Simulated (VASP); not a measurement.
# MgC2 (P4_2/mnm) in VASP: single point with PBE0

Aim: the single point of MgC2 with PBE0.

Program: VASP 6.6.1. These are calculated values, not measurements. Logs are shortened: lines on timing, memory, paths and dates and some standing lists are left out, and cuts for length are marked.

## 1. The structure

It takes space group P4_2/mnm (No. 136, tetragonal). The conventional cell has a = 3.920 Å, b = 3.920 Å, c = 4.899 Å, α = 90.00°, β = 90.00°, γ = 90.00°. Around Mg (site symmetry mmm) lie 2 C at 2.14 Å. Around C (site symmetry m2m) lie 1 C at 1.25 Å.

The cell comes from a database or a generator and needn't be the stable form of this composition.

## 2. Single point, PBE0

Input file POSCAR:

```
MgC2
1.0
    3.9204400000      0.0000000000      0.0000000000
    0.0000000000      3.9204400000      0.0000000000
    0.0000000000      0.0000000000      4.8989300000
Mg C
2 4
Direct
    0.5000000000      0.5000000000      0.0000000000
    0.0000000000      0.0000000000      0.5000000000
    0.8868800000      0.8868800000      0.0000000000
    0.6131200000      0.3868800000      0.5000000000
    0.1131200000      0.1131200000      0.0000000000
    0.3868800000      0.6131200000      0.5000000000
```

Input file INCAR.step1:

```
SYSTEM = MgC2
PREC     = Accurate       ! precision mode
ENCUT    = 520            ! plane-wave cutoff, eV
EDIFF    = 1E-5           ! SCF threshold, eV
ISMEAR   = 0              ! smearing method
SIGMA    = 0.02           ! smearing width, eV
LREAL    = .False.        ! projectors in reciprocal space
LASPH    = .True.         ! aspherical terms in the spheres
NELM     = 60             ! most SCF steps
ALGO     = Normal         ! electronic algorithm
ISIF     = 2              ! what is computed and relaxed
LWAVE    = .True.         ! write WAVECAR
LCHARG   = .False.        ! write CHGCAR
GGA      = PE             ! functional
```

Input file INCAR.step2:

```
SYSTEM = MgC2
PREC     = Accurate       ! precision mode
ENCUT    = 520            ! plane-wave cutoff, eV
EDIFF    = 1E-6           ! SCF threshold, eV
ISMEAR   = 0              ! smearing method
SIGMA    = 0.02           ! smearing width, eV
LREAL    = .False.        ! projectors in reciprocal space
LASPH    = .True.         ! aspherical terms in the spheres
NELM     = 60             ! most SCF steps
ALGO     = Normal         ! electronic algorithm
ISIF     = 2              ! what is computed and relaxed
LWAVE    = .False.        ! write WAVECAR
LCHARG   = .False.        ! write CHGCAR
GGA      = PE             ! functional
LHFCALC  = .True.         ! exact exchange
AEXX     = 0.25           ! exact-exchange fraction
PRECFOCK = Fast         
HFRCUT   = -1           
ISTART   = 1
```

Input file KPOINTS:

```
Automatic mesh
0
Gamma
  4 4 4
  0 0 0
```

Potentials or basis: VASP PAW PBE potentials, release 64 (Mg, C).

Started as:

```sh
$ cat potpaw_PBE.64/Mg/POTCAR potpaw_PBE.64/C/POTCAR > POTCAR
$ cp INCAR.step1 INCAR
$ mpirun -np 1 vasp_std > vasp.out
$ cp INCAR.step2 INCAR
$ mpirun -np 1 vasp_std > vasp.out
```

OUTCAR:

```text
SYSTEM = MgC2
   PREC = Accurate
   ENCUT = 520
   EDIFF = 1E-6
   ISMEAR = 0
   LREAL = .False.
   LASPH = .True.
   NELM = 60
   ISIF = 2
   GGA = PE
   LHFCALC = .True.
   AEXX = 0.25
   PRECFOCK = Fast
   ISTART = 1

 ion  position               nearest neighbor table
   1  0.500  0.500  0.000-   3 2.14   5 2.14   4 2.53   6 2.53   4 2.53   6 2.53   5 2.84   5 2.84
                             3 2.84   3 2.84
   2  0.000  0.000  0.500-   4 2.14   6 2.14   5 2.53   3 2.53   3 2.53   5 2.53   4 2.84   6 2.84
                             4 2.84   6 2.84
   3  0.887  0.887  0.000-   5 1.25   1 2.14   2 2.53   2 2.53   1 2.84   1 2.84
   4  0.613  0.387  0.500-   6 1.25   2 2.14   1 2.53   1 2.53   2 2.84   2 2.84
   5  0.113  0.113  0.000-   3 1.25   1 2.14   2 2.53   2 2.53   1 2.84   1 2.84
   6  0.387  0.613  0.500-   4 1.25   2 2.14   1 2.53   1 2.53   2 2.84   2 2.84

  LATTYP: Found a simple tetragonal cell.
 ALAT       =     3.9204400000
 C/A-ratio  =     1.2495867811

  Lattice vectors:

 A1 = (   3.9204400000,   0.0000000000,   0.0000000000)
 A2 = (   0.0000000000,   3.9204400000,   0.0000000000)
 A3 = (   0.0000000000,   0.0000000000,   4.8989300000)

Analysis of symmetry for initial positions (statically):
=====================================================================
 Subroutine PRICEL returns:
 Original cell was already a primitive cell.

 Routine SETGRP: Setting up the symmetry group for a
 simple tetragonal supercell.

 Subroutine GETGRP returns: Found 16 space group operations
 (whereof  8 operations were pure point group operations)
 out of a pool of 16 trial point group operations.

The static configuration has the point symmetry D_2h.
 The point group associated with its full space group is D_4h.

Analysis of symmetry for dynamics (positions and initial velocities):
=====================================================================
 Subroutine PRICEL returns:
 Original cell was already a primitive cell.

 Routine SETGRP: Setting up the symmetry group for a
 simple tetragonal supercell.

 Subroutine GETGRP returns: Found 16 space group operations
 (whereof  8 operations were pure point group operations)
 out of a pool of 16 trial point group operations.

The dynamic configuration has the point symmetry D_2h.
 The point group associated with its full space group is D_4h.

 Subroutine INISYM returns: Found 16 space group operations
 (whereof  8 operations are pure point group operations),
 and found     1 'primitive' translations

----------------------------------------------------------------------------------------

                                     Primitive cell

  volume of cell :      75.2958

  direct lattice vectors                    reciprocal lattice vectors
     3.920440000  0.000000000  0.000000000     0.255073410  0.000000000  0.000000000
     0.000000000  3.920440000  0.000000000     0.000000000  0.255073410  0.000000000
     0.000000000  0.000000000  4.898930000     0.000000000  0.000000000  0.204126207

  length of vectors
     3.920440000  3.920440000  4.898930000     0.255073410  0.255073410  0.204126207

  position of ions in fractional coordinates (direct lattice)
     0.500000000  0.500000000  0.000000000
     0.000000000  0.000000000  0.500000000
     0.886880000  0.886880000  0.000000000
     0.613120000  0.386880000  0.500000000
     0.113120000  0.113120000  0.000000000
     0.386880000  0.613120000  0.500000000

  ion indices of the primitive-cell ions
   primitive index   ion index
                 1           1
                 2           2
                 3           3
                 4           4
                 5           5
                 6           6

----------------------------------------------------------------------------------------

 KPOINTS: Automatic mesh

Automatic generation of k-mesh.
 Grid dimensions read from file:
 generate k-points for:    4    4    4

 Generating k-lattice:

  Cartesian coordinates                     Fractional coordinates (reciprocal lattice)
     0.063768353  0.000000000  0.000000000     0.250000000  0.000000000  0.000000000
     0.000000000  0.063768353  0.000000000     0.000000000  0.250000000  0.000000000
     0.000000000  0.000000000  0.051031552     0.000000000  0.000000000  0.250000000

  Length of vectors
     0.063768353  0.063768353  0.051031552

  Shift w.r.t. Gamma in fractional coordinates (k-lattice)
     0.000000000  0.000000000  0.000000000

 Subroutine IBZKPT returns following result:
 ===========================================

 Found     18 irreducible k-points:

 Following reciprocal coordinates:
            Coordinates               Weight
  0.000000  0.000000  0.000000      1.000000
  0.250000  0.000000  0.000000      4.000000
  0.500000  0.000000  0.000000      2.000000
  0.250000  0.250000  0.000000      4.000000
  0.500000  0.250000  0.000000      4.000000
  0.500000  0.500000  0.000000      1.000000
[... 10 lines left out ...]
  0.500000  0.250000  0.500000      4.000000
  0.500000  0.500000  0.500000      1.000000
   k-points           NKPTS =     18   k-points in BZ     NKDIM =     64   number of bands    NBANDS=     14
   number of dos      NEDOS =    301   number of ions     NIONS =      6
   total plane-waves  NPLWV =  32400
   dimension x,y,z NGX =    30 NGY =   30 NGZ =   36
   dimension x,y,z NGXF=    60 NGYF=   60 NGZF=   72
   ions per type =               2   4
   NGX,Y,Z   is equivalent  to a cutoff of  12.72, 12.72, 12.22 a.u.
   NGXF,Y,Z  is equivalent  to a cutoff of  25.44, 25.44, 24.43 a.u.
 SYSTEM =  MgC2
   PREC   = accura    normal or accurate (medium, high low for compatibility)
   ISTART =      1    job   : 0-new  1-cont  2-samecut
   ICHARG =      0    charge: 1-file 2-atom 10-const
   ISPIN  =      1    spin polarized calculation?
   LNONCOLLINEAR =      F non collinear calculations
   LSORBIT =      F    spin-orbit coupling
   LASPH  =      T    aspherical Exc in radial PAW
   ENCUT  =  520.0 eV  38.22 Ry    6.18 a.u.   7.29  7.29  9.11*2*pi/ulx,y,z
   NELM   =     60;   NELMIN=  2; NELMDL=  0     # of ELM steps
   EDIFF  = 0.1E-05   stopping-criterion for ELM
   LREAL  =      F    real-space projection
   EDIFFG = 0.1E-04   stopping-criterion for IOM
   NSW    =      0    number of steps for IOM
   IBRION =     -1    ionic relax: 0-MD 1-quasi-New 2-CG
   NFREE  =      0    steps in history (QN), initial steepest desc. (CG)
   ISIF   =      2    stress and relaxation
   ISYM   =      3    0-nonsym 1-usesym 2-fastsym
   POTIM  = 0.5000    time-step for ionic-motion
   TEBEG  =    0.0;   TEEND  =   0.0 temperature during run
   PSTRESS=    0.0 pullay stress
   NELECT =      20.0000    total number of electrons
   NUPDOWN=      -1.0000    fix difference up-down
   EMIN   =  10.00;   EMAX   =-10.00  energy-range for DOS
   EFERMI =   0.00;   METHOD = LEGACY
   ISMEAR =     0;   SIGMA  =   0.02  broadening in eV -4-tet -1-fermi 0-gaus
   EFERMI_NEDOS =   21; number of points for ismear=-14 and -15
   IALGO  =     38    algorithm
   IMIX   =      1    mixing-type and parameters
     AMIX     =   0.40;   BMIX     =  1.00
     AMIX_MAG =   1.60;   BMIX_MAG =  1.00
  volume/ion in A,a.u.               =      12.55        84.69
  Fermi-wavevector in a.u.,A,eV,Ry     =   1.052352  1.988658 15.067713  1.107446
  Thomas-Fermi vector in A             =   2.187432
   LORBIT       =      0    0 simple, 1 ext, 2 COOP (PROOUT), +10 PAW based schemes
   GGA     = PE    functional components
   LHFCALC =     T    Hartree Fock is set to
   PRECFOCK=fast      Normal, Fast or Accurate (Low or Medium for compatibility)
   ENCUT4O =  -1.0   cutoff for four orbital integrals eV
   NKREDX  =     1    reduce k-point grid by
   NKREDY  =     1    reduce k-point grid by
   NKREDZ  =     1    reduce k-point grid by
   AEXX    =    0.2500 exact exchange contribution
   HFSCREEN=    0.0000 screening length (either q_TF or 0.3 A-1)
   HFSCREENC=   0.0000 screening length for correlation (either q_TF or 0.3 A-1)
   ENCUTFOCK=  -1.0 apply spherical cutoff to Coloumb kernel
   IVDW    =     0    specifies the selected vdW correction
   LEPSILON=     F    determine dielectric tensor
   LRPA    =     F    only Hartree local field effects (RPA)
 non-spin polarized calculation
 Gauss-broadening in eV      SIGMA  =   0.02
  energy-cutoff  :      520.00
  volume of cell :       75.30
 maximum number of plane-waves:      2059
 NGX is ok and might be reduce to    30
  NGX = 16; NGY = 16; NGZ = 20

 number of electron      19.9999998 magnetization

 Free energy of the ion-electron system (eV)
  ---------------------------------------------------
  ext. energy  EPLUGINS =         0.00000000
  ---------------------------------------------------
  free energy    TOTEN  =       -45.11259612 eV

  energy without entropy =      -45.11259612  energy(sigma->0) =      -45.11259612

 E-fermi :   0.2033     XC(G=0):  -7.6250

 val. band max:        0.0447549343   @ k =   0.5000   0.5000   0.5000
 cond. band min:       4.4389480583   @ k =   0.0000   0.0000   0.0000
 fundamental gap:      4.3941931241
 Fermi energy:         0.2032554661

 k-point     1 :       0.0000    0.0000    0.0000
  band No.  band energies     occupation
      1     -14.3371      2.00000
      2     -13.3229      2.00000
      3      -3.6914      2.00000
      4      -3.3996      2.00000
      5      -3.3996      2.00000
      6      -3.3722      2.00000
      7      -1.5395      2.00000
      8      -0.2034      2.00000
      9      -0.1550      2.00000
     10      -0.1550      2.00000
     11       4.4389      0.00000
     12       7.5596      0.00000
     13       7.8907      0.00000
     14       7.8907      0.00000

 k-point     2 :       0.2500    0.0000    0.0000
  band No.  band energies     occupation
      1     -14.1226      2.00000
      2     -13.3787      2.00000
      3      -4.3180      2.00000
      4      -4.3159      2.00000
      5      -3.2504      2.00000
      6      -2.6878      2.00000
      7      -1.2257      2.00000
      8      -0.7752      2.00000
      9      -0.4536      2.00000
     10      -0.1064      2.00000
     11       5.9100      0.00000
     12       7.6643      0.00000
     13       7.9661      0.00000
     14       8.1044      0.00000
[... 241 lines left out ...]
      1     -13.5368      2.00000
      2     -13.5368      2.00000
      3      -5.1538      2.00000
      4      -5.1538      2.00000
      5      -2.9772      2.00000
      6      -2.9772      2.00000
      7      -1.3059      2.00000
      8      -1.3059      2.00000
      9      -0.3403      2.00000
     10      -0.3403      2.00000
     11       6.8065      0.00000
     12       6.8065      0.00000
     13       9.6749      0.00000
     14       9.6749      0.00000

 k-point    18 :       0.5000    0.5000    0.5000
  band No.  band energies     occupation
      1     -13.4553      2.00000
      2     -13.4553      2.00000
      3      -4.9290      2.00000
      4      -4.9290      2.00000
      5      -2.7910      2.00000
      6      -2.7910      2.00000
      7      -2.7826      2.00000
      8      -2.7826      2.00000
      9       0.0448      2.00000
     10       0.0448      2.00000
     11       7.5603      0.00000
     12       7.5603      0.00000
     13      10.2169      0.00000
     14      10.2191      0.00000

------------------------ aborting loop because EDIFF is reached ----------------------------------------

  FORCE on cell =-STRESS in cart. coord.  units (eV):
  Direction    XX          YY          ZZ          XY          YZ          ZX
  --------------------------------------------------------------------------------------
  -------------------------------------------------------------------------------------
  Total       -0.6752689     -0.6752689      0.6252437      0.0000000      0.0000000      0.0000000
  in kB      -14.3686659    -14.3686659     13.3042085      0.0000000      0.0000000      0.0000000
  external PRESSURE =      -5.1443744 kB  Pullay stress =       0.0000000 kB

 VOLUME and BASIS-vectors are now :
 -----------------------------------------------------------------------------
  energy-cutoff  :      520.00
  volume of cell :       75.30
      direct lattice vectors                 reciprocal lattice vectors
     3.920440000  0.000000000  0.000000000     0.255073410  0.000000000  0.000000000
     0.000000000  3.920440000  0.000000000     0.000000000  0.255073410  0.000000000
     0.000000000  0.000000000  4.898930000     0.000000000  0.000000000  0.204126207

 POSITION                                       TOTAL-FORCE (eV/Angst)
 -----------------------------------------------------------------------------------
      1.96022      1.96022      0.00000         0.000000      0.000000      0.000000
      0.00000      0.00000      2.44947         0.000000      0.000000      0.000000
      3.47696      3.47696      0.00000         0.695278      0.695278      0.000000
      2.40370      1.51674      2.44947        -0.695278      0.695278      0.000000
      0.44348      0.44348      0.00000        -0.695278     -0.695278     -0.000000
      1.51674      2.40370      2.44947         0.695278     -0.695278     -0.000000
 -----------------------------------------------------------------------------------
    total drift:                               -0.000000     -0.000000     -0.000001

  FREE ENERGIE OF THE ION-ELECTRON SYSTEM (eV)
  ---------------------------------------------------
  free  energy   TOTEN  =       -45.1125961231 eV

  energy  without entropy=      -45.1125961231  energy(sigma->0) =      -45.11259612
```

It took 4 min on 1 thread of AMD EPYC 9R45 (Zen 5), shared host; peak memory 0.16 GiB.

Results:

| Property | Result |
| --- | --- |
| Free energy | -45.1126 eV |
| Pressure | -0.5 GPa |
| Largest force | 0.983 eV/Å |
| Band gap on the k mesh | 4.39 eV, indirect (least direct gap 4.59 eV) |

Forces in eV/Å, atoms in the order of the input:
```
Mg   0.000  0.000  0.000
Mg   0.000  0.000  0.000
C    0.695  0.695  0.000
C   -0.695  0.695  0.000
C   -0.695 -0.695  0.000
C    0.695 -0.695  0.000
```

Caveat: the standard files for N, O and F lose accuracy on very short bonds; the PAW data sets were made with another functional, which shifts forces and pressure a little.
